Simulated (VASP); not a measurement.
An input for Ansatz (written as the equivalent of a VASP run, and not itself run):

Ansatz 0.2 input:
```yaml
crystal:
  lattice:
    - [3.7906096, 0.0000000, 0.0000000]
    - [0.0000000, 3.7906096, 0.0000000]
    - [0.0000000, 0.0000000, 3.7906096]
  atoms:
    - { symbol: Cs, position: [0.0000000, 0.0000000, 0.0000000] }
    - { symbol: I, position: [0.5000000, 0.5000000, 0.5000000] }
kpoints:
  mp_grid: { grid: [6, 6, 6] }
hamiltonian:
  xc: pbe
  pseudopotentials: { kind: paw }
scf:
  occupations: { method: gaussian, width: 0.05 }
  max_iter: 100
relax:
  max_steps: 40
  f_tol: 0.01
  cell: { p_target: 30 }
output: { forces: true, stress: true, eigenvalues: true }
```

Q: Write the VASP files for the same calculation (PBE).

A: This is not unique; one that fits is 
### POSCAR
```
CsI
1.0
  3.7906096400   0.0000000000   0.0000000000
  0.0000000000   3.7906096400   0.0000000000
  0.0000000000   0.0000000000   3.7906096400
Cs I
1 1
Cart
  0.0000000000   0.0000000000   0.0000000000
  1.8953048200   1.8953048200   1.8953048200
```

**INCAR**
```
# general
SYSTEM   =  CsI
PREC     =  Accurate
ENCUT    =  480   # plane-wave cut-off (eV)
LREAL    =  .FALSE.   # projection in real space or not
LASPH    =  .TRUE.

# electronic loop
EDIFF    =  1E-7   # SCF stop (eV)
NELM     =  100   # most electronic steps
ALGO     =  Normal
LMAXMIX  =  4   # l cut-off of mixed one-centre charges

# smearing
ISMEAR   =  0   # Gaussian
SIGMA    =  0.05

# functional
GGA      =  PE   # PBE

# ions
IBRION   =  2   # conjugate gradients
NSW      =  40
ISIF     =  3   # ions, shape and volume
EDIFFG   =  -0.01   # ionic stop
PSTRESS  =  300   # kbar

# output
LWAVE    =  .FALSE.
LCHARG   =  .FALSE.
```

KPOINTS:
```
kpoints
0
G
6 6 6
```

POTCAR, in this order: Cs_sv I (PBE.64 set). Program: vasp_std.

The two are equivalent in intent, not identical: each code has its own PAW files, so the cut-off isn't converted (ENCUT is set for VASP's; basis.ecutwfc is left out, and Ansatz then takes the one that its files recommend); Ansatz stops its SCF on the density residual and VASP on the energy change (EDIFF).

The compound is CsI in the CsCl type structure. It was relaxed first under an external pressure of 30 GPa.
